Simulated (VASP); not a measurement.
```xyz
2
Lattice="0.0000 3.2300 3.2300 3.2300 0.0000 3.2300 3.2300 3.2300 0.0000" Properties=species:S:1:pos:R:3 pbc="T T T"
Hg     0.0000     0.0000     0.0000
Te     1.6150     1.6150     1.6150
```

Level of theory: vdW-DF2, VASP's PBE PAW potentials (set 64) (plane waves; VASP). Numerical set-up: 520 eV cut-off, 7×7×7 Γ-centred mesh, Gaussian smearing of 0.050 eV, potentials Hg Te.

Energy and stress use the plane-wave basis of the starting cell.

### Question
The ions, cell shape and volume are relaxed. Which structure does the run end with?

### Answer

```xyz
2
Lattice="0.0000 3.4507 3.4507 3.4507 0.0000 3.4507 3.4507 3.4507 0.0000" Properties=species:S:1:pos:R:3 pbc="T T T"
Hg     6.9015     6.9015     6.9015
Te     1.7254     1.7254     1.7254
```
Space group F-43m (216), at a tolerance of 0.03 Å.

### Question
How do energy and volume change from the first to the last step?

### Answer
The energy (σ→0) changes by -159.3 meV/atom and the volume by +21.9 %, in 4 ionic steps.

```
step  E(σ→0) (eV)  max force (eV/Å)  pressure (GPa)  volume (Å³)
----  -----------  ----------------  --------------  -----------
1          1.6883             0.000            8.50        67.40
2          1.3858             0.000           -1.15        86.37
3          1.3697             0.000            0.10        81.84
4          1.3696             0.000           -0.02        82.18
```

The compound is HgTe in the zinc blende structure. This run relaxes it. Symmetry was kept, so distortions that lower it aren't found.
